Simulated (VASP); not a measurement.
Given:

```
Be3HgSe4
1.0
    0.00000     2.66361     2.66361
    2.66361     0.00000     2.66361
   10.88616    10.88616    -0.23172
Hg Se Be
1 4 3
Direct
  0.01843   0.01843   0.98618
  0.20276   0.20276   0.09793
  0.23247   0.23247   0.32564
  0.25880   0.25880   0.55590
  0.28813   0.28813   0.78390
  0.97282   0.97282   0.27038
  0.00040   0.00040   0.49970
  0.02619   0.02619   0.73036
```

These are PBEsol GGA, VASP's PBE PAW potentials (set 64) (plane waves; VASP 6.6.1) values and carry that method's errors. Settings: 400 eV cut-off, Gaussian smearing of 0.050 eV, potentials Hg Se Be.

Unless said otherwise, spin-orbit coupling is left out, though it shifts the bands of the heavy elements here.

Q: Give the energies of bands 12 to 25 at the high-symmetry points, in eV from the valence-band maximum.

A: 
```csv
band,Γ,T,H2,L,S0,F
12,-4.42,-2.89,-5.69,-5.83,-5.70,-5.75
13,-2.61,-2.65,-5.50,-5.39,-5.51,-5.38
14,-2.61,-2.60,-5.02,-4.14,-5.01,-4.13
15,-2.17,-2.60,-4.92,-3.96,-4.89,-4.03
16,-2.17,-2.21,-4.64,-3.77,-4.67,-3.99
17,-1.76,-2.21,-3.77,-3.47,-3.76,-3.43
18,-1.76,-1.72,-3.42,-3.08,-3.44,-3.37
19,-1.42,-1.72,-3.10,-2.93,-3.09,-2.80
20,0.00,-0.01,-2.75,-2.70,-2.75,-2.26
21,0.00,-0.01,-2.42,-1.02,-2.41,-0.98
22,0.76,1.36,1.85,1.53,1.84,1.00
23,2.33,2.29,2.80,1.59,2.85,1.61
24,2.48,2.44,3.29,2.31,3.19,2.31
25,2.69,2.65,3.87,2.88,4.04,2.56
```

The gap is direct, 0.75 eV, from the valence maximum at Γ to the conduction minimum at Γ.

The structure was generated: Be3HgSe4 was put into an ordered model structure (R3m), which need not be its known phase. It was relaxed first.
